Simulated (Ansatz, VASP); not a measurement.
**Si in VASP and in Ansatz**

The input INCAR:

```
ALGO = Fast
EDIFF = 1E-7
ENCUT = 520
GGA = CA
ISIF = 2
ISMEAR = 0
LASPH = T
LCHARG = F
LREAL = F
LWAVE = F
NBANDS = 11
NELM = 100
PREC = Accurate
SIGMA = 0.15
```

The input KPOINTS:

```
k-points
0
Gamma
  24 24 12
```

Contents of POSCAR:

```
Si
1.0
    2.7020968078      0.0000000000      0.0000000000
   -1.3510484039      2.3400844791      0.0000000000
    0.0000000000      0.0000000000      4.3852863915
Si
2
Direct
    0.3333333333      0.6666666667      0.2500000000
    0.6666666667      0.3333333333      0.7500000000
```

Input for Ansatz:

```yaml
crystal:
  lattice:
    - [2.7020968078, 0.0, 0.0]
    - [-1.3510484039, 2.3400844791, 0.0]
    - [0.0, 0.0, 4.3852863915]
  atoms:
    - { symbol: Si, position: [0.3333333333, 0.6666666667, 0.25] }
    - { symbol: Si, position: [0.6666666667, 0.3333333333, 0.75] }
basis:
  ecutwfc: 420
kpoints:
  mp_grid: { grid: [24, 24, 12] }
hamiltonian:
  xc: lda
scf:
  occupations: { method: gaussian, width: 0.15 }
output:
  forces: true
  stress: true
  eigenvalues: true
```

Alike in both runs: task single point; functional LDA; k mesh 24 × 24 × 12; occupations gaussian, width 0.15 eV; no spin polarisation.

|  | VASP | Ansatz |
| --- | --- | --- |
| version | VASP 6.6.1 | Ansatz 0.2.0 |
| potentials or method | VASP PAW LDA potentials, release 64 (Si) | scalar-relativistic, plane waves, PAW |
| plane-wave cutoff (eV) | 520 | 420 |
| valence electrons in the cell | 8 | 8 |

VASP gave:

- gap on the k mesh at the Fermi level (eV): none
- pressure (GPa): -0.3
- largest component of the traceless stress (GPa): 1.44

Estimate Ansatz's values.

gap on the k mesh at the Fermi level (eV): none; pressure (GPa): -0.4; largest component of the traceless stress (GPa): 1.43.

A gap of «none» marks a metal or a gap that the smearing closes.
